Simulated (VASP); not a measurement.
Calculation: PBE GGA, VASP's PBE PAW potentials (set 64) (plane waves; VASP).

VASP input:

### INCAR
```
# general
SYSTEM =Ta3N
PREC   =Accurate
ENCUT  =400
LREAL  =F
LASPH  =T

# electronic loop
EDIFF  =1E-6
NELM   =100
ALGO   =Normal
LMAXMIX=6

# smearing
ISMEAR =0
SIGMA  =0.272

# functional
GGA    =PE

# ions
ISIF   =2

# output
LWAVE  =F
LCHARG =F
```

File POSCAR:
```
Ta3N
1
    0.0000000000     3.3287240000     3.3287240000
    3.3287240000     0.0000000000     3.3287240000
    3.3287240000     3.3287240000     0.0000000000
N Ta
1 3
Direct
  0.0000000000   0.0000000000   0.0000000000
  0.5000000000   0.5000000000   0.5000000000
  0.2500000000   0.2500000000   0.2500000000
  0.7500000000   0.7500000000   0.7500000000
```

File KPOINTS:
```
Regular mesh
0
Gamma
 6 6 6
```

POTCAR, in this order: N Ta_pv (PBE.64 set). Program: vasp_std.

The resulting files:

**OSZICAR**
```
       N       E                     dE             d eps       ncg     rms          rms(c)
DAV:   1     0.286787965663E+03    0.28679E+03   -0.18814E+04   744   0.137E+03
DAV:   2    -0.279911150397E+02   -0.31478E+03   -0.31110E+03   848   0.406E+02
DAV:   3    -0.411621637237E+02   -0.13171E+02   -0.12887E+02  1050   0.709E+01
DAV:   4    -0.414751423670E+02   -0.31298E+00   -0.30837E+00   936   0.921E+00
DAV:   5    -0.414830608804E+02   -0.79185E-02   -0.79070E-02   981   0.128E+00    0.180E+01
DAV:   6    -0.407803972566E+02    0.70266E+00   -0.34023E+01  1008   0.324E+01    0.128E+01
DAV:   7    -0.388628350402E+02    0.19176E+01   -0.10546E+01  1009   0.110E+01    0.637E+00
DAV:   8    -0.387495896745E+02    0.11325E+00   -0.12436E+00   793   0.733E+00    0.959E-01
DAV:   9    -0.387393314013E+02    0.10258E-01   -0.12500E-01   995   0.234E+00    0.443E-01
DAV:  10    -0.387387108955E+02    0.62051E-03   -0.54610E-03   930   0.557E-01    0.197E-01
DAV:  11    -0.387388287345E+02   -0.11784E-03   -0.68554E-04  1011   0.195E-01    0.343E-02
DAV:  12    -0.387388241912E+02    0.45433E-05   -0.18534E-04  1052   0.693E-02    0.232E-02
DAV:  13    -0.387388145429E+02    0.96484E-05   -0.76314E-05   880   0.401E-02    0.554E-03
DAV:  14    -0.387388140233E+02    0.51961E-06   -0.49078E-06   774   0.126E-02
   1 F= -.38738814E+02 E0= -.38678914E+02  d E =-.119801E+00
```

### OUTCAR
```
------------------------ aborting loop because EDIFF is reached ----------------------------------------
  FORCE on cell =-STRESS in cart. coord.  units (eV):
  Direction    XX          YY          ZZ          XY          YZ          ZX
  --------------------------------------------------------------------------------------
  Total       -9.8850263     -9.8850263     -9.8850263      0.0000000      0.0000000     -0.0000000
  in kB     -214.6965442   -214.6965442   -214.6965442      0.0000000      0.0000000     -0.0000000
  external PRESSURE =    -214.6965442 kB  Pullay stress =       0.0000000 kB
  volume of cell :       73.77
      direct lattice vectors                 reciprocal lattice vectors
     0.000000000  3.328724000  3.328724000    -0.150207707  0.150207707  0.150207707
     3.328724000  0.000000000  3.328724000     0.150207707 -0.150207707  0.150207707
     3.328724000  3.328724000  0.000000000     0.150207707  0.150207707 -0.150207707
 POSITION                                       TOTAL-FORCE (eV/Angst)
 -----------------------------------------------------------------------------------
      0.00000      0.00000      0.00000        -0.000000      0.000000     -0.000000
      3.32872      3.32872      3.32872        -0.000000      0.000000     -0.000000
      1.66436      1.66436      1.66436         0.000000      0.000000      0.000000
      4.99309      4.99309      4.99309        -0.000000     -0.000000     -0.000000
 -----------------------------------------------------------------------------------
    total drift:                               -0.000000     -0.000000      0.000000
  FREE ENERGIE OF THE ION-ELECTRON SYSTEM (eV)
  ---------------------------------------------------
  free  energy   TOTEN  =       -38.7388140233 eV

  energy  without entropy=      -38.6190130709  energy(sigma->0) =      -38.67891355
```
(Selected blocks of OUTCAR.)

At this cut-off the stress carries a Pulay error, which pulls relaxed volumes low.

The structure was generated: Ta3N was put into an ordered model structure, which need not be its known phase. The cell was not relaxed at this level, and its volume differs by -5.9 % from the start's.
